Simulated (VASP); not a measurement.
Data:

```yaml
crystal:
  lattice:
    - [2.33378, -4.04223, 0.00000]
    - [2.33378, 4.04223, 0.00000]
    - [0.00000, 0.00000, 7.62399]
  atoms:
    - { symbol: Ag, position: [0.66667, 0.33333, 0.50011] }
    - { symbol: Ag, position: [0.33333, 0.66667, 0.00011] }
    - { symbol: I, position: [0.66667, 0.33333, 0.87489] }
    - { symbol: I, position: [0.33333, 0.66667, 0.37489] }
```

Calculation: modified Becke-Johnson potential (mBJ) with spin-orbit coupling, VASP's PBE PAW potentials (set 64) (plane waves; VASP). Run with 350 eV cut-off, 4×4×2 Γ-centred mesh, Gaussian smearing of 0.050 eV, potentials Ag I.

mBJ is a potential without an energy functional, so only the levels count.

### Question
Give the energies of bands 27 to 40 at the high-symmetry points, in eV from the valence-band maximum.

### Answer

```tsv
band	Γ	M	K	A	L	H
27	-0.85	-2.19	-2.27	-1.45	-2.31	-2.23
28	-0.85	-2.19	-2.13	-1.45	-2.31	-2.23
29	-0.63	-1.93	-2.13	-0.58	-1.27	-1.73
30	-0.63	-1.93	-2.09	-0.58	-1.27	-1.73
31	-0.52	-1.55	-1.37	-0.58	-1.27	-1.57
32	-0.52	-1.55	-1.34	-0.58	-1.27	-1.57
33	-0.03	-0.96	-1.34	-0.32	-1.03	-1.09
34	-0.03	-0.96	-1.29	-0.32	-1.03	-1.09
35	0.00	-0.70	-1.16	-0.32	-1.03	-1.05
36	0.00	-0.70	-1.16	-0.32	-1.03	-1.05
37	2.60	4.17	4.86	3.65	4.19	4.67
38	2.60	4.17	5.11	3.65	4.19	4.67
39	3.63	4.42	5.17	3.65	4.19	4.76
40	3.63	4.42	5.17	3.65	4.19	4.76
```

The gap is direct, 2.60 eV, from the valence maximum at Γ to the conduction minimum at Γ.

The compound is AgI in the wurtzite structure. It was relaxed first. The cell's shape comes from a PBE relaxation.
